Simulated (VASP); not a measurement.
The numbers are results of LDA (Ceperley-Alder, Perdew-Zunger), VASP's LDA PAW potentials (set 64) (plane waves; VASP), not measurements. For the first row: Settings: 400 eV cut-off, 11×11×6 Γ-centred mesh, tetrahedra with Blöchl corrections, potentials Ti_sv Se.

| system | energy (eV/atom) |
|---|---|
| TiSe₂ (1T layered) | -6.7787 |
| Ti (hcp) | -8.5429 |
| Se (trig) | -4.1591 |

The references are the elements' solids at the same level; no temperature or zero-point terms are added.

What is the formation energy per atom of TiSe2?

The references average (1×(-8.5429) + 2×(-4.1591))/3 = -5.6204 eV, so the formation energy is -6.7787 − (-5.6204) = -1.158 eV/atom.
